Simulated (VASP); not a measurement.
A run of VASP 6.6.1 is set up as follows.

The input INCAR:

```
SYSTEM = LiAl12
ALGO = Fast ; DIPOL = 0.5 0.5 0.332
EDIFF = 1E-6 ; ENCUT = 520
GGA = PE ; IDIPOL = 3
ISIF = 2 ; ISMEAR = 0
LASPH = .TRUE. ; LCHARG = .FALSE.
LDIPOL = .TRUE. ; LREAL = .FALSE.
LWAVE = .FALSE. ; NBANDS = 32
NELM = 100 ; PREC = Accurate
SIGMA = 0.1
```

File KPOINTS:

```
k-points
0
G
  6 6 1
  0 0 0
```

File POSCAR:

```
LiAl12
1.0
    5.7143028096      0.0000000000      0.0000000000
   -2.8571514048      4.9487313980      0.0000000000
    0.0000000000      0.0000000000     20.1016424764
Al Li
12 1
Direct
    0.3333333333      0.1666666667      0.1989887147
    0.3333333333      0.6666666667      0.1989887147
    0.8333333333      0.1666666667      0.1989887147
    0.8333333333      0.6666666667      0.1989887147
    0.1666666667      0.3333333333      0.3134533099
    0.1666666667      0.8333333333      0.3134533099
    0.6666666667      0.3333333333      0.3134533099
    0.6666666667      0.8333333333      0.3134533099
    0.0000000000      0.0000000000      0.4279074452
    0.0000000000      0.5000000000      0.4279074452
    0.5000000000      0.0000000000      0.4279074452
    0.5000000000      0.5000000000      0.4279074452
    0.0000000000      0.0000000000      0.5528020304
```

Potentials or basis: VASP PAW PBE potentials, release 64 (Al, Li_sv).

Run with:

```bash
$ cat potpaw_PBE.64/Al/POTCAR potpaw_PBE.64/Li_sv/POTCAR > POTCAR
$ mpirun -np 1 vasp_std > vasp.out
```

(1) Estimate the largest force.

(2) What does it give for the band gap on the k mesh?

Answers

(1) 0.507 eV/Å.

(2) none (metal or under the smearing width).
